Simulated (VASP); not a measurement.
```
CELL_PARAMETERS angstrom
      4.07274     0.00000     0.00000
      0.00000     4.07274     0.00000
      0.00000     0.00000     4.07274
ATOMIC_POSITIONS crystal
  Sc 0.00000 0.00000 0.00000
  Al 0.00000 0.50000 0.50000
  Al 0.50000 0.00000 0.50000
  Al 0.50000 0.50000 0.00000
```

Computed with PBEsol GGA, VASP's PBE PAW potentials (set 64) (plane waves; VASP 6.6.1). Settings: 520 eV cut-off, 9×9×9 Γ-centred mesh, tetrahedra with Blöchl corrections, potentials Sc_sv Al.

The cores are frozen, which limits the accuracy of field gradients.

Give the principal components of the electric field gradient (V/Å²) and the asymmetry η at each nucleus.

```tsv
atom	Vxx	Vyy	Vzz	η
Sc1	0.0	0.0	0.0	-
Al2	-9.8	-9.8	19.7	0.00
Al3	-9.8	-9.8	19.7	0.00
Al4	-9.8	-9.8	19.7	0.00
```

The compound is Al3Sc in the L1_2 structure. It was relaxed first.
